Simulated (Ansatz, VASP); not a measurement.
# KMgF3 in two plane-wave programs, part 3 of 3

Wanted: the spread between two codes on one cell, functional and k mesh. The cell is taken from a series of runs on this material, whose earlier steps may have relaxed, scaled, displaced or heated it; both programs get it as it stands.

VASP 6.6.1 and Ansatz 0.2.0.

So far: The structure; VASP: zone-centre phonons, LDA.

### 3. Ansatz: zone-centre phonons, LDA

Level of this step: Ansatz beside VASP: Kohn-Sham DFT, plane waves, LDA (Ansatz).

Ansatz runs on its default PAW (the set named soft_2) files.

The same cell, functional (in two slightly different forms) and mesh now go to Ansatz, which takes its cutoff from its data sets.

File input.yaml:

```yaml
crystal:
  lattice:
    - [3.90644022, 0.0, 0.0]
    - [0.0, 3.90644022, 0.0]
    - [0.0, 0.0, 3.90644022]
  atoms:
    - { symbol: K, position: [0.5, 0.5, 0.5] }
    - { symbol: Mg, position: [0.0, 0.0, 0.0] }
    - { symbol: F, position: [0.5, 0.0, 0.0] }
    - { symbol: F, position: [0.0, 0.5, 0.0] }
    - { symbol: F, position: [0.0, 0.0, 0.5] }
kpoints:
  mp_grid: { grid: [6, 6, 6] }
hamiltonian:
  xc: lda
scf:
  occupations: { method: fixed }
output:
  eigenvalues: true
phonons:
  method: dfpt
  dielectric: true
  rigid_motions: translations
```

Run with:

```sh
ansatz run input.yaml --threads 4 --pin off --max-ram 8192MiB --backend cpu --events-out ev --progress --plain --runs-dir out
```

Numbers of over 12 decimals in the logs are rounded to 6 here.

Output:

```text
Engine: ansatz 0.2.0, aarch64-unknown-linux-gnu
Pseudopotentials: kind: paw
Pseudopotential: K, paw, valence charge 9, recommended cutoff 420 eV (normal), K.paw.azcp
Pseudopotential: Mg, paw, valence charge 10, recommended cutoff 420 eV (normal), Mg.paw.azcp
Pseudopotential: F, paw, valence charge 7, recommended cutoff 420 eV (normal), F.paw.azcp
Functional definition: SPW92
  exchange = slater_x
  correlation = pw_c
Crystal: 5 atoms, lattice volume = 59.613 Å³
Basis set: ecut = 420 eV, 1189 PW (Γ), exchange–correlation on 54×54×54 points (8 copies of the dense FFT grid, shifted against one another)
Bands: 25, of which v1, the nominal top of the filled ones, is band 20 counted from 1 (19 counted from 0)
Symmetry: 48 space group operations
k-points: 80 of 216 (irreducible under 2 space group operations, time reversal used)
Non-local potential: K, projectors of the file, l = 0: 3, l = 1: 2, l = 2: 2
Non-local potential: Mg, projectors of the file, l = 0: 3, l = 1: 2, l = 2: 1
Non-local potential: F, projectors of the file, l = 0: 2, l = 1: 2, l = 2: 1
PAW form: soft (Blöchl's): semilocal exchange-correlation on the pseudo side does not see the compensation charge
PAW frozen core: K, regenerated for the run's functional, and the local potential with it (the file was generated under x = pbe(κ = 0.804, μ = 0.219515), c = pbe(β = 0.066725))
PAW frozen core: Mg, regenerated for the run's functional, and the local potential with it (the file was generated under x = pbe(κ = 0.804, μ = 0.219515), c = pbe(β = 0.066725))
PAW frozen core: F, regenerated for the run's functional, and the local potential with it (the file was generated under x = pbe(κ = 0.804, μ = 0.219515), c = pbe(β = 0.066725))
PAW one-centre angular grid: K, 110 points (default); XC on 64 Gauss nodes
PAW one-centre angular grid: Mg, 110 points (default); XC on 64 Gauss nodes
PAW one-centre angular grid: F, 110 points (default); XC on 64 Gauss nodes
Initial density: superposition of atomic densities (neutral atoms: chi_scale 0, normalization atom), corrected by the library's trained network
Initial wavefunctions: pseudopotential atomic-orbital guess
Functional: x = slater, c = lda
SCF iter   1: F=—  HF=-5787.699695 eV  |F-HF|=—  |Δ(HF+E_count)|=         —  Δρ=2.05e-2  dr2=1.71e-1  ethr=1.77e-3  ⟨swp⟩=4.2  Hψ=8441  notcnv=0  defer=129
preconditioner: auto → Resta (q_TF=auto, 2.553 Å⁻¹)  ε∞=3.0  [insulator: Δε(μ)=7.194 eV  Ē_g=19.052 eV  n_scr=18 (ndim 8)  ℏωp=27.2 eV  f_vac=0.027  ε∞_Penn≈3.0]
SCF iter   2: F=—  HF=-5787.644629 eV  |F-HF|=—  |Δ(HF+E_count)|=   5.51e-2  Δρ=5.38e-3  dr2=5.64e-3  ethr=4.27e-4  ⟨swp⟩=2.0  Hψ=3666  notcnv=0  defer=220
SCF iter   3: F=—  HF=-5787.642397 eV  |F-HF|=—  |Δ(HF+E_count)|=   2.23e-3  Δρ=2.32e-3  dr2=1.69e-3  ethr=1.41e-5  ⟨swp⟩=2.1  Hψ=3405  notcnv=0  defer=228
SCF iter   4: F=—  HF=-5787.641883 eV  |F-HF|=—  |Δ(HF+E_count)|=   5.14e-4  Δρ=3.36e-4  dr2=3.41e-5  ethr=4.23e-6  ⟨swp⟩=2.0  Hψ=2987  notcnv=0  defer=224
SCF iter   5: F=—  HF=-5787.641885 eV  |F-HF|=—  |Δ(HF+E_count)|=   2.39e-6  Δρ=5.13e-5  dr2=6.16e-7  ethr=8.52e-8  ⟨swp⟩=2.3  Hψ=2449  notcnv=0  defer=83
SCF iter   6: F=—  HF=-5787.641889 eV  |F-HF|=—  |Δ(HF+E_count)|=   3.68e-6  Δρ=8.20e-6  dr2=2.02e-8  ethr=1.54e-9  ⟨swp⟩=2.1  Hψ=3181  notcnv=0  defer=80
SCF iter   7: F=—  HF=-5787.641889 eV  |F-HF|=—  |Δ(HF+E_count)|=   1.78e-9  Δρ=1.31e-6  dr2=9.64e-10  ethr=5.04e-11  ⟨swp⟩=2.2  Hψ=3185  notcnv=0  defer=80
SCF iter   8: F=-5787.641889 eV  HF=-5787.641889 eV  |F-HF|=6.37e-12  |Δ(HF+E_count)|=  6.22e-10  Δρ=1.80e-7  dr2=2.11e-11  ethr=1.00e-12  ⟨swp⟩=11.1  Hψ=13035  notcnv=0
SCF 1 converged in 8 iterations: F = -5787.641889 eV  dr2 = 2.11e-11
  greatest PAW one-centre occupation: 1.000 electrons in one spin orbital (limit 2), on the Mg atom at site 1 (counted from 0), in its partial waves of l = 1
DFPT response loops at Γ: preconditioner auto → none (the input reference at scf.mixing.eps_inf says where Resta's filter doesn't serve); β = 0.50; Broyden in place of MSR1
SCF converged after 8 iterations
Free energy (F): -5787.641889 eV
Harris-Foulkes:  -5787.641889 eV  (|F-HF|=6.37e-12)
Internal energy: -5787.641889 eV  (E = F + TS)
E sigma→0 (E₀):  -5787.641889 eV
Fermi energy:    3.019737 eV
--- Per-component energies (eV) ---
  E_band       = -485.537545
  E_kinetic    = 952.787110
  E_local      = -3645.067283  (includes V_loc(G=0)·N_el)
  E_nonlocal   = 338.618170
  E_hartree    = 1318.216979
  E_xc         = -399.281684
  E_vxc        = -508.514288  (∫ρ·V_xc dr)
  E_paw        = -1576.671255  (= ΣΔE_a)
  E_vpaw       = -259.801346  (= ΣTr[D̂ρ^β])
  E_aug_tail   = 0.005943  (compensation charges beyond the density's cutoff)
  E_ewald      = -2776.997604
  E_core_change = 0.747734  (= ΣΔE_core)
  E_smearing   = -0.000000  (= −TS)
  E_closure    = 0.000000  (closes the sum)
  Σ components = -5787.641889   (vs F -5787.641889, Δ=0.00e0)
--- Band table (eV; the first three rows and the last of 80) ---
  k-point 0: bands = [... 16 lower, 2.3148, 2.6974, 2.6974, 2.6974, 10.4748, 12.9000, 12.9000, 15.1899, ... 1 higher]
  k-point 1: bands = [... 16 lower, 2.2506, 2.4043, 2.6339, 2.6339, 10.9817, 13.1721, 13.2323, 15.3317, ... 1 higher]
  k-point 2: bands = [... 16 lower, 2.1256, 2.1256, 2.5058, 2.5058, 12.1888, 13.7462, 13.8686, 15.6661, ... 1 higher]
  k-point 79: bands = [... 16 lower, 1.8319, 3.0197, 3.0197, 3.0197, 13.4634, 13.4634, 13.4634, 17.1350, ... 1 higher]
--- Phonons (Γ-DFPT): 4 representative perturbations + reference, on 80 of 216 k-points (Σ response iterations 12) ---
  k mesh reduced under 2 symmetry operations, with k and −k counted as one. Each operation leaves every solved perturbation unchanged. A smaller set is not considered because the run solves the response to a homogeneous field
  ASR residual: 1.191e-4 → 0.000e0 eV/Å²; symmetrization residual: 2.892e-6 eV/Å²
  ASR residual per site (eV/Å²): 8.71e-5 2.17e-5 1.19e-4 1.19e-4 1.19e-4
  Γ frequencies (cm⁻¹): 0.00 0.00 0.00 156.45 156.45 156.45 186.64 186.64 186.64 286.01 286.01 286.01 514.80 514.80 514.80
  ε∞ (high-frequency dielectric tensor):
        2.161777    -0.000000     0.000000
       -0.000000     2.161777     0.000000
       -0.000000     0.000000     2.161777
  ε⁰ (static dielectric tensor: ions relaxed, cell fixed):
        6.596642     0.000000    -0.000000
        0.000000     6.596642    -0.000000
       -0.000000    -0.000000     6.596642
  ε⁰ − ε∞ (ionic part):
        4.434865     0.000000    -0.000000
        0.000000     4.434865    -0.000000
       -0.000000    -0.000000     4.434865
  softest optical mode at Γ: 156.45 cm⁻¹; the repairs (sum rule, projections) moved no ω² at Γ by more than (1.53 cm⁻¹)²
  Born effective charges Z* (e; rows j = field, columns β = displacement):
    site 0:
         1.19456    0.00000   -0.00000
        -0.00000    1.19456    0.00000
         0.00000    0.00000    1.19456
    site 1:
         1.98473    0.00000   -0.00000
         0.00000    1.98473    0.00000
         0.00000    0.00000    1.98473
    site 2:
        -1.24777   -0.00000   -0.00000
         0.00000   -0.96576    0.00000
         0.00000    0.00000   -0.96576
    site 3:
        -0.96576   -0.00000    0.00000
         0.00000   -1.24777    0.00000
         0.00000    0.00000   -0.96576
    site 4:
        -0.96576   -0.00000   -0.00000
         0.00000   -0.96576    0.00000
         0.00000    0.00000   -1.24777
  Z* charge neutrality: 3.003e-5 e pre-enforcement
  k-mesh period / interband length: 23.4 Å / 0.86 Å = 27.31 at k = (0.0000, 0.0000, 0.0000), direct gap 7.777 eV — 14 or more, which is no proof of convergence
  optical modes at Γ without the LO–TO term, one row a degenerate level:
      ω (cm⁻¹)  modes    IR ((D/Å)²/amu)
[...]
optical modes at Γ + LO–TO along q̂ = [1.0000, 0.0000, 0.0000]:
      ω (cm⁻¹)  modes    IR ((D/Å)²/amu)
[...]
optical modes at Γ + LO–TO along q̂ = [0.0000, 1.0000, 0.0000]:
      ω (cm⁻¹)  modes    IR ((D/Å)²/amu)
[...]
596.86      1             6.7292
  optical modes at Γ + LO–TO along q̂ = [0.0000, 0.0000, 1.0000]:
      ω (cm⁻¹)  modes    IR ((D/Å)²/amu)
        156.45      2             3.5954
        186.64      3             0.0000
        192.57      1             0.2845
        286.01      2             5.7574
        350.11      1             1.7233
        514.80      2             8.1212
        596.86      1             6.7292
```

The column dr2 measures how far the density is from self-consistency, as an energy; F and HF (Harris–Foulkes) agree once it is small.

### 4. Comparison

Known differences besides the potentials themselves: the two LDA forms differ slightly; fixed occupations in Ansatz, narrow Gaussian smearing in VASP; the data sets hold 40 valence electrons in Ansatz (on its default PAW (the set named soft_2) files) and 32 in VASP; the cutoff is 420 eV in Ansatz and 600 eV in VASP; VASP's log shows a relativistic correction to its local exchange, Ansatz's none. Total energies have different zeros and are not compared.

Compared:

```tsv
quantity	Ansatz	VASP	difference
ε∞ xx	2.16	2.14	+1.15 %
ε∞ yy	2.16	2.14	+1.15 %
ε∞ zz	2.16	2.14	+1.15 %
Born charge of K1 (mean of the diagonal) (e)	1.19	1.19	+0.01
Born charge of Mg2 (mean of the diagonal) (e)	1.98	1.98	+0.01
Born charge of F3 (mean of the diagonal) (e)	-1.06	-1.06	0.00
optical mode 1 to 3 (cm⁻¹)	156.4	161.2	-2.95 %
optical mode 4 to 6 (cm⁻¹)	186.6	185.5	+0.63 %
optical mode 7 to 9 (cm⁻¹)	286.0	285.3	+0.24 %
optical mode 10 to 12 (cm⁻¹)	514.8	520.6	-1.10 %
```

Modes are paired by rising frequency, not by their patterns, so a pair may set unlike modes beside each other; they are those without the splitting of longitudinal modes.

### 5. Outcome

| Property | Result |
| --- | --- |
| r.m.s. difference of the optical zone-centre modes, each program's sorted by frequency (zone-centre phonons, LDA) | 3.8 cm⁻¹ |
| difference in optical mode 1 to 3 (zone-centre phonons, LDA) | -3.0 % |

What this shows: The r.m.s. difference of the optical zone-centre modes, each program's sorted by frequency is 3.8 cm⁻¹ (zone-centre phonons, LDA). The data sets hold unlike numbers of valence electrons (40 in Ansatz and 32 in VASP), so part of the differences comes from the potentials. Among the rows given in per cent, the largest difference of the zone-centre phonons, LDA pair is in optical mode 1 to 3, -3.0 %. How closely two codes agree says nothing of how well the functional describes the real material.

[Lines on the potential files, build, host, timing and source positions are cut from VASP's logs without a mark.]

[Logs are printed without paths, hosts, clocks, repeated set-up lines and the standing remarks that a program may print on its own settings, such as how far it seeks lower states.]

[Hosts, paths, dates, database ids (printed as entryN), source tags and the programs' standing remarks are cut or masked in the printed files.]
